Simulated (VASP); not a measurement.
Set up this calculation in VASP 6.6.1, as the native input.

```
Task                   : single point
Functional             : r2SCAN
Potentials or basis    : VASP PAW PBE potentials, release 64 (Be, Li_sv)
Cutoff                 : 520 eV
k mesh                 : 4 × 4 × 1
Occupations            : fermi-dirac, width 0.05 eV
Spin                   : no spin polarisation
Dipole correction      : no
Further INCAR settings : ALGO = Normal; EDIFF = 1e-07; NBANDS = 26
```

LiBe12, a slab with vacuum:

```
CELL_PARAMETERS angstrom
4.58000 0.00000 0.00000
2.29000 3.96640 0.00000
0.00000 0.00000 16.58843
ATOMIC_POSITIONS crystal
Be 0.00000 0.00000 0.06028
Be 0.50000 0.00000 0.06028
Be 0.00000 0.50000 0.06028
Be 0.50000 0.50000 0.06028
Be 0.81845 0.37616 0.16634
Be 0.32847 0.34608 0.17402
Be 0.83518 0.82624 0.16576
Be 0.31598 0.84656 0.16726
Be 0.99588 0.02829 0.26410
Be 0.51343 0.00650 0.28795
Be 0.00908 0.51467 0.26963
Be 0.51090 0.52083 0.28484
Li 0.03386 0.79967 0.38966
```

The cell was built by a generator and needn't be a form met in nature.

One way to write it, as run:

POSCAR

```
LiBe12
1.0
    4.5800000000      0.0000000000      0.0000000000
    2.2900000000      3.9663960000      0.0000000000
    0.0000000000      0.0000000000     16.5884300000
Be Li
12 1
Direct
    0.0000000000      0.0000000000      0.0602829804
    0.5000000000      0.0000000000      0.0602829804
   -0.0000002521      0.5000005042      0.0602829804
    0.4999997479      0.5000005042      0.0602829804
   -0.1815516763      0.3761601212      0.1663448560
    0.3284653309      0.3460824386      0.1740188794
   -0.1648236832      0.8262412528      0.1657601111
    0.3159766584      0.8465619671      0.1672551290
   -0.0041219882      0.0282876445      0.2640997370
    0.5134288999      0.0065046455      0.2879537123
    0.0090823268      0.5146737744      0.2696337146
    0.5108973163      0.5208254546      0.2848370822
    0.0338559509      0.7996680110      0.3896631568
```

INCAR.step1

```
SYSTEM = LiBe12
PREC = Accurate ; ENCUT = 520
ISMEAR = -1 ; SIGMA = 0.05
LREAL = .False. ; LASPH = .True.
NELM = 100 ; NBANDS = 26
GGA = PE ; ALGO = Normal
EDIFF = 1E-4 ; LWAVE = .True.
LCHARG = .False.
```

INCAR.step2

```
SYSTEM = LiBe12
PREC = Accurate ; ENCUT = 520
EDIFF = 1E-7 ; ISMEAR = -1
SIGMA = 0.05 ; LREAL = .False.
LASPH = .True. ; NELM = 100
ALGO = Normal ; ISIF = 2
LWAVE = .False. ; LCHARG = .False.
METAGGA = R2SCAN ; LMIXTAU = .True.
NBANDS = 26 ; ISTART = 1
```

KPOINTS

```
Automatic mesh
0
Gamma
  4 4 1
  0 0 0
```

Potentials or basis: VASP PAW PBE potentials, release 64 (Be, Li_sv).

Run with:

```console
$ cat potpaw_PBE.64/Be/POTCAR potpaw_PBE.64/Li_sv/POTCAR > POTCAR
$ cp INCAR.step1 INCAR
$ mpirun -np 1 vasp_std > vasp.out
$ cp INCAR.step2 INCAR
$ mpirun -np 1 vasp_std > vasp.out
```

Results of the run:

```
Largest force          : 1.022 eV/Å
Band gap on the k mesh : none (metal or under the smearing width)
```

Caveat: the k mesh is coarse (spacing up to 0.40 Å⁻¹), so the values aren't converged; the PAW data sets were made with another functional, which shifts forces and pressure a little.

Wall time 5 min on 1 thread of Intel(R) Xeon(R) 6975P-C (Granite Rapids), on a shared host, peak memory 0.44 GiB.
